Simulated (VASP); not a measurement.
# FeSi11C12 (a cell with a defect) in VASP: a series of runs

Runs on FeSi11C12 (a cell with a defect). Level: PBEsol+U. Tasks: single point.

Program: VASP 6.6.1. These are calculated values, not measurements. Logs are shortened: lines on timing, memory, paths and dates and some standing lists are left out, and cuts for length are marked.

### Step 1. Starting point

The cell holds a defect, 24 atoms: a = 9.245 Å, b = 6.163 Å, c = 6.163 Å, α = 60.00°, β = 60.00°, γ = 60.00°.

### Step 2. Single point, PBEsol+U, collinear spin, ferromagnetic start

File INCAR:

```
PREC = Accurate ; ENCUT = 450
EDIFF = 1E-5 ; ISMEAR = 0
SIGMA = 0.03 ; LREAL = Auto
LASPH = True ; NELM = 120
ALGO = Normal ; ISIF = 2
LWAVE = False ; LCHARG = False
ISPIN = 2 ; MAGMOM = 1 0 0 0 0 0 0 0 0 0 0 0 0 0 0 0 0 0 0 0 0 0 0 0
LORBIT = 11 ; NUPDOWN = 1
LMAXMIX = 4 ; LDAU = True
LDAUTYPE = 2 ; LDAUL = 2 -1 -1
LDAUU = 4 0 0 ; LDAUJ = 0 0 0
LDAUPRINT = 1 ; GGA = PS
NELECT = 101.0 ; ISYM = 0
```

File KPOINTS:

```
regular mesh
0
Gamma
  3 4 4
```

File POSCAR:

```
FeSi11C12                               
1.0
    0.0000000000      6.5370000000      6.5370000000
    4.3580000000      0.0000000000      4.3580000000
    4.3580000000      4.3580000000      0.0000000000
  Fe              Si              C             
     1    11    12
Direct
     0.0014426982736218    0.9999674175892752    0.9996701543957998
     0.0002501479209891    0.0006558600684575    0.4993506969070062
     0.0002740497150699    0.4991155603079518    0.0003934854087505
     0.0004546111192604    0.4993240942277991    0.4989638586073171
     0.3308759468095820    0.0020793962012043    0.0021777927475645
     0.3322824080490621    0.0016360398121468    0.5002346043988238
     0.3323566674867452    0.5001527713195035    0.0014288981992517
     0.3322889740247392    0.5008588571771860    0.5007691124405781
     0.6691918106744846    0.0004835151855716    0.9991698012097605
     0.6667501266784950    0.0022030050034965    0.4973455438815899
     0.6667257552931043    0.4988462358049062    0.0003032393509514
     0.6673761322287579    0.5002479504679544    0.4987638458389540
     0.0846063698479886    0.1286249265644555    0.1294230186430199
     0.0852925760525035    0.1277664406374054    0.6148557970433272
     0.0854721434505047    0.6149238173565778    0.1274983762192713
     0.0829091962669853    0.6252316738002629    0.6249949168388073
     0.4198567580295248    0.1234831983970744    0.1233971066500102
     0.4155965398179217    0.1257105184145418    0.6271267405299294
     0.4155830341517829    0.6271761025516286    0.1254707758680478
     0.4171961944337902    0.6251401037723358    0.6249011014358057
     0.7421088830809043    0.1302173165564293    0.1285232331829928
     0.7499728705826509    0.1255691894249829    0.6243210376163504
     0.7499449837039902    0.6254710851801376    0.1240629551183708
     0.7493061223075540    0.6265209241787161    0.6246179074677017
```

Potentials or basis: VASP PAW PBE potentials, release 64 (Fe, Si, C).

Started as:

```console
> cat potpaw_PBE.64/Fe/POTCAR potpaw_PBE.64/Si/POTCAR potpaw_PBE.64/C/POTCAR > POTCAR
> mpirun -np 1 vasp_std > vasp.out
```

OUTCAR:

```text
PREC = Accurate
   ENCUT = 450
   EDIFF = 1E-5
   ISMEAR = 0
   LREAL = Auto
   LASPH = True
   NELM = 120
   ISIF = 2
   ISPIN = 2
   LORBIT = 11
   NUPDOWN = 1
   GGA = PS
   NELECT = 101.0
   ISYM = 0

 ion  position               nearest neighbor table
   1  0.001  1.000  1.000-  13 1.93  14 1.94  15 1.94  21 1.96   5 3.06   6 3.07   7 3.07   9 3.07
                             3 3.07   2 3.08  10 3.08   4 3.08   4 3.08  11 3.08   2 3.09   3 3.09
   2  0.000  0.001  0.499-  13 1.86  14 1.86  22 1.89  16 1.89   5 3.06   9 3.07   4 3.07   3 3.07
                             8 3.07   6 3.08   1 3.08  12 3.08  10 3.08   1 3.09   3 3.09   4 3.09
   3  0.000  0.499  0.000-  13 1.86  15 1.87  16 1.89  23 1.89   5 3.06   1 3.07   2 3.07   4 3.07
                             8 3.07  12 3.07   9 3.08   7 3.08  11 3.08   4 3.09   2 3.09   1 3.09
   4  0.000  0.499  0.499-  15 1.87  14 1.87  16 1.89  24 1.90   7 3.07   6 3.07   2 3.07   3 3.07
                            12 3.08   8 3.08   1 3.08   1 3.08  11 3.09   3 3.09   2 3.09  10 3.09
   5  0.331  0.002  0.002-  13 1.86  19 1.89  18 1.89  17 1.89   1 3.06   3 3.06   2 3.06   7 3.07
                             6 3.07   8 3.08   8 3.08   6 3.09   7 3.09  11 3.10  10 3.11   9 3.11
   6  0.332  0.002  0.500-  14 1.86  18 1.89  20 1.89  17 1.90   4 3.07   1 3.07   7 3.07   5 3.07
                             2 3.08   8 3.08   8 3.08  10 3.08   5 3.09   7 3.09  12 3.09   9 3.10
   7  0.332  0.500  0.001-  15 1.86  19 1.89  20 1.89  17 1.90   4 3.07   1 3.07   6 3.07   5 3.07
                             3 3.08   8 3.08  11 3.08   8 3.08   5 3.09   6 3.09   9 3.10  12 3.10
   8  0.332  0.501  0.501-  16 1.88  18 1.89  19 1.89  20 1.89   3 3.07   2 3.07   4 3.08   6 3.08
                             7 3.08   5 3.08   5 3.08  10 3.08   7 3.08   6 3.08  11 3.09  12 3.09
   9  0.669  0.000  0.999-  21 1.86  17 1.88  22 1.89  23 1.89  11 3.06  10 3.06   2 3.07   1 3.07
[... 5 lines left out ...]
  12  0.667  0.500  0.499-  22 1.89  23 1.89  24 1.89  20 1.89   3 3.07  10 3.08   4 3.08   2 3.08
                            11 3.08   9 3.08   9 3.08  11 3.08  10 3.09   8 3.09   6 3.09   7 3.10
  13  0.085  0.129  0.129-   5 1.86   2 1.86   3 1.86   1 1.93
  14  0.085  0.128  0.615-   2 1.86   6 1.86   4 1.87   1 1.94
  15  0.085  0.615  0.127-   7 1.86   3 1.87   4 1.87   1 1.94
  16  0.083  0.625  0.625-   8 1.88   3 1.89   2 1.89   4 1.89
  17  0.420  0.123  0.123-   9 1.88   5 1.89   7 1.90   6 1.90
  18  0.416  0.126  0.627-   5 1.89   8 1.89   6 1.89  10 1.90
  19  0.416  0.627  0.125-   5 1.89   8 1.89   7 1.89  11 1.90
  20  0.417  0.625  0.625-  12 1.89   8 1.89   6 1.89   7 1.89
  21  0.742  0.130  0.129-   9 1.86  11 1.86  10 1.86   1 1.96
  22  0.750  0.126  0.624-  12 1.89   9 1.89  10 1.89   2 1.89
  23  0.750  0.625  0.124-  12 1.89   9 1.89  11 1.89   3 1.89
  24  0.749  0.627  0.625-  12 1.89  10 1.89  11 1.89   4 1.90

IMPORTANT INFORMATION: All symmetrisations will be switched off!
NOSYMM: (Re-)initialisation of all symmetry stuff for point group C_1.

----------------------------------------------------------------------------------------

                                     Primitive cell
[... 239 lines left out ...]
  free energy    TOTEN  =      -178.11513272 eV

  energy without entropy =     -178.11482629  energy(sigma->0) =     -178.11497950

 E-fermi :   8.5839     XC(G=0): -11.6010

 val. band max:        9.1013674076   @ k =   0.0000   0.0000   0.2500
 cond. band min:       9.0031932735   @ k =   0.0000   0.0000   0.0000
 fundamental gap:     -0.0981741341
 Fermi energy:         9.1385218479

 spin component 1

 k-point     1 :       0.0000    0.0000    0.0000
  band No.  band energies     occupation
      1      -7.6345      1.00000
      2      -5.6640      1.00000
      3      -5.4211      1.00000
      4      -4.1293      1.00000
      5      -4.1037      1.00000
      6      -3.9847      1.00000
[... 3113 lines left out ...]
     61      13.1687      0.00000
     62      13.4368      0.00000

 [... further k-points ...]

 [bands above 62 left out]

------------------------ aborting loop because EDIFF is reached ----------------------------------------

  FORCE on cell =-STRESS in cart. coord.  units (eV):
  Direction    XX          YY          ZZ          XY          YZ          ZX
  --------------------------------------------------------------------------------------
  -------------------------------------------------------------------------------------
  Total       13.4663732     13.4926957     13.3330045     -0.0974592      0.2897950     -0.0973572
  in kB       86.8917005     87.0615461     86.0311394     -0.6288549      1.8699008     -0.6281970
  external PRESSURE =      86.6614620 kB  Pullay stress =       0.0000000 kB

 VOLUME and BASIS-vectors are now :
 -----------------------------------------------------------------------------
  energy-cutoff  :      450.00
  volume of cell :      248.30
      direct lattice vectors                 reciprocal lattice vectors
     0.000000000  6.537000000  6.537000000    -0.076487685  0.076487685  0.076487685
     4.358000000  0.000000000  4.358000000     0.114731528 -0.114731528  0.114731528
     4.358000000  4.358000000  0.000000000     0.114731528  0.114731528 -0.114731528

 POSITION                                       TOTAL-FORCE (eV/Angst)
 -----------------------------------------------------------------------------------
      8.71442      4.36599      4.36729        -0.117045      0.024107      0.010650
      2.17903      2.17781      0.00449        -0.005073     -0.003641     -0.011489
      2.17686      0.00351      2.17694         0.014712      0.009008      0.009303
      4.35054      2.17746      2.17903         0.001313     -0.016555     -0.002346
      0.01855      2.17243      2.17200         0.001334     -0.017080     -0.016785
      2.18715      4.35215      2.17926        -0.013350     -0.014091     -0.036413
[... 16 lines left out ...]
      3.26647      5.44306      7.62819         0.013779      0.008445      0.024052
      5.45246      7.62030      7.62859         0.014832      0.007838     -0.016928
 -----------------------------------------------------------------------------------
    total drift:                               -0.007655      0.001176      0.000403

  FREE ENERGIE OF THE ION-ELECTRON SYSTEM (eV)
  ---------------------------------------------------
  free  energy   TOTEN  =      -178.1151327225 eV

  energy  without entropy=     -178.1148262860  energy(sigma->0) =     -178.11497950

 total charge

# of ion       s       p       d       tot
------------------------------------------
    1        0.522   0.595   6.559   7.676
    2        0.716   0.991   0.000   1.707
    3        0.716   0.989   0.000   1.705
    4        0.716   0.985   0.000   1.701
    5        0.715   0.989   0.000   1.704
    6        0.714   0.982   0.000   1.696
[... 16 lines left out ...]
   23        0.837   1.708   0.000   2.545
   24        0.837   1.703   0.000   2.540
--------------------------------------------------
tot         18.504  31.748   6.559  56.811

 magnetization (x)

# of ion       s       p       d       tot
------------------------------------------
    1        0.011  -0.014   1.311   1.308
    2        0.003   0.003   0.000   0.006
    3        0.003   0.003   0.000   0.006
    4        0.002   0.003   0.000   0.005
    5        0.001   0.000   0.000   0.001
    6        0.000   0.001   0.000   0.001
[... 16 lines left out ...]
   23        0.000  -0.001   0.000  -0.001
   24        0.001  -0.000   0.000   0.001
--------------------------------------------------
tot          0.007  -0.329   1.311   0.989
```

It took 59 min on 1 thread of Intel Xeon Platinum 8259CL at 2.50GHz (Skylake/Cascade Lake), shared host; peak memory 0.74 GiB.

What came out:

```yaml
Free_energy: -178.1151 eV
Largest_force: 0.123 eV/Å
Net_moment: 1.00 μB per cell
Site_moments: Fe +1.31; Si +0.01, +0.00; C -0.09, +0.00, -0.01, -0.00, -0.07 μB
Valence_electrons_inside_the_program's_atomic_spheres: Fe 7.68; Si 1.71, 1.70, 1.69; C 2.53, 2.52, 2.54, 2.55
```

Forces in eV/Å, atoms in the order of the input:
```
Fe  -0.117  0.024  0.011
Si  -0.005 -0.004 -0.011
Si   0.015  0.009  0.009
Si   0.001 -0.017 -0.002
Si   0.001 -0.017 -0.017
Si  -0.013 -0.014 -0.036
Si   0.001 -0.041 -0.004
Si  -0.001 -0.016  0.003
Si  -0.016  0.006 -0.012
Si   0.007  0.056 -0.018
Si   0.032  0.001  0.042
Si   0.009 -0.003 -0.012
C   -0.040 -0.053  0.005
C    0.115  0.042 -0.018
C    0.094 -0.035  0.038
C   -0.013  0.008 -0.007
C   -0.008 -0.011 -0.010
C   -0.012 -0.008  0.014
C   -0.011  0.015  0.004
C   -0.014 -0.003  0.004
C   -0.059  0.024  0.018
C    0.006  0.020 -0.008
C    0.014  0.008  0.024
C    0.015  0.008 -0.017
```

Eigenvalues of the final occupation matrices:
```csv
site,spin,trace,eigenvalues
site 1 d,1,3.96,0.61 0.73 0.75 0.93 0.93
site 1 d,2,2.64,0.26 0.27 0.27 0.92 0.92
```

Caveat: the cell is charged against a uniform background, so pressure and absolute levels hang on convention; the cutoff is under 1.25 times the usual one of these potentials, so pressure, stress and relaxed cells hold a basis-set (Pulay) error; the PAW data sets were made with another functional, which shifts forces and pressure a little; the total moment is fixed, so each spin has its own Fermi level; the U is typed as a test and isn't derived for this compound.

### Step 3. Single point, PBEsol+U, collinear spin, ferromagnetic start

INCAR, as its differences from that of step 2:

```diff
@@ -6,4 +6,4 @@
 LWAVE = False ; LCHARG = False
-ISPIN = 2 ; MAGMOM = 1 0 0 0 0 0 0 0 0 0 0 0 0 0 0 0 0 0 0 0 0 0 0 0
-LORBIT = 11 ; NUPDOWN = 1
+ISPIN = 2 ; MAGMOM = 5 0 0 0 0 0 0 0 0 0 0 0 0 0 0 0 0 0 0 0 0 0 0 0
+LORBIT = 11 ; NUPDOWN = 5
 LMAXMIX = 4 ; LDAU = True
```

File KPOINTS:

```
regular mesh
0
Gamma
  2 3 3
```

POSCAR is that of step 2.

Potentials or basis: VASP PAW PBE potentials, release 64 (Fe, Si, C).

Started as:

```console
> cat potpaw_PBE.64/Fe/POTCAR potpaw_PBE.64/Si/POTCAR potpaw_PBE.64/C/POTCAR > POTCAR
> mpirun -np 1 vasp_std > vasp.out
```

It took 18 min on 1 thread of Intel Xeon Platinum 8259CL at 2.50GHz (Skylake/Cascade Lake), shared host; peak memory 0.58 GiB.

Results (log left out):

| Quantity | Value |
| --- | --- |
| Free energy | -178.9424 eV |
| Largest force | 0.933 eV/Å |
| Net moment | 5.00 μB per cell |
| Site moments | Fe +3.71; Si +0.02, +0.01, +0.00; C +0.09, +0.00, +0.04, +0.01, +0.06 μB |
| Valence electrons inside the program's atomic spheres | Fe 7.44; Si 1.70, 1.69; C 2.55, 2.54 |

Forces on the atoms (eV/Å):
```
Fe   0.043 -0.185 -0.203
Si  -0.066  0.035  0.259
Si  -0.044  0.287  0.050
Si  -0.291  0.027  0.042
Si   0.176 -0.043 -0.037
Si   0.034 -0.203 -0.069
Si   0.044 -0.075 -0.190
Si  -0.022  0.004  0.020
Si   0.182 -0.075 -0.097
Si  -0.022 -0.071 -0.024
Si   0.006 -0.003 -0.080
Si   0.068 -0.022 -0.030
C    0.460  0.537  0.609
C   -0.473 -0.397  0.640
C   -0.487  0.597 -0.419
C    0.035 -0.039 -0.053
C   -0.112  0.014  0.015
C   -0.009  0.037 -0.008
C   -0.010 -0.008  0.050
C   -0.017  0.007  0.014
C    0.528 -0.488 -0.511
C   -0.016  0.024  0.006
C   -0.009  0.021  0.027
C    0.003  0.017 -0.009
```

Eigenvalues of the final occupation matrices:
```csv
site,spin,trace,eigenvalues
site 1 d,1,4.83,0.96 0.96 0.97 0.97 0.97
site 1 d,2,1.33,0.07 0.07 0.39 0.41 0.41
```

Caveat: the k mesh is coarse (spacing up to 0.42 Å⁻¹), so the values aren't converged; the cell is charged against a uniform background, so pressure and absolute levels hang on convention; the cutoff is under 1.25 times the usual one of these potentials, so pressure, stress and relaxed cells hold a basis-set (Pulay) error; the PAW data sets were made with another functional, which shifts forces and pressure a little; the total moment is fixed, so each spin has its own Fermi level; the U is typed as a test and isn't derived for this compound. The state reached can hang on the start; a lower one may exist.
